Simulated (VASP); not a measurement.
Wanted: the native input for a VASP 6.6.1 run.

```yaml
Task: single point
Functional: PBE
Dispersion: D3(BJ)
Potentials_or_basis: VASP PAW PBE potentials, release 64 (Ge_d, C, N)
Cutoff: 520 eV
k_mesh: 6 × 6 × 6
Occupations: gaussian, width 0.1 eV
Spin: no spin polarisation
Dipole_correction: no
Further_INCAR_settings: ALGO = Normal; EDIFF = 1e-07; NBANDS = 22
```

The structure of GeCN2 lies in POSCAR:

```
GeCN2
1.0
    1.7937903697      1.0356453528      4.9219572124
   -1.7937903697      1.0356453528      4.9219572124
    0.0000000000     -2.0712907057      4.9219572124
Ge C N
1 1 2
Direct
    0.0000000000      0.0000000000      0.0000000000
    0.5000000000      0.5000000000      0.5000000000
    0.4160956000      0.4160956000      0.4160956000
    0.5839044000      0.5839044000      0.5839044000
```

The cell comes from a database or a generator and needn't be the stable form of this composition.

The input as run:

INCAR

```
ALGO = Normal
EDIFF = 1E-7
ENCUT = 520
GGA = PE
ISIF = 2
ISMEAR = 0
IVDW = 12
LASPH = T
LCHARG = F
LREAL = F
LWAVE = F
NBANDS = 22
NELM = 80
PREC = Accurate
SIGMA = 0.1
```

KPOINTS

```
k-points
0
Gamma
  6 6 6
```

Potentials or basis: VASP PAW PBE potentials, release 64 (Ge_d, C, N).

Command:

```sh
$ cat potpaw_PBE.64/Ge_d/POTCAR potpaw_PBE.64/C/POTCAR potpaw_PBE.64/N/POTCAR > POTCAR
$ mpirun -np 1 vasp_std > vasp.out
```

It gave:

The pressure is 3.3 GPa. The largest force is 0.408 eV/Å, the band gap on the k mesh is 1.04 eV, indirect (least direct gap 2.04 eV) and the dispersion energy per atom is -0.172 eV.

Caveat: the standard files for N, O and F lose accuracy on very short bonds.

Run time: 85 s on 1 thread of AMD EPYC 7R13 Processor (Zen 3), on a shared host, peak memory 0.22 GiB.
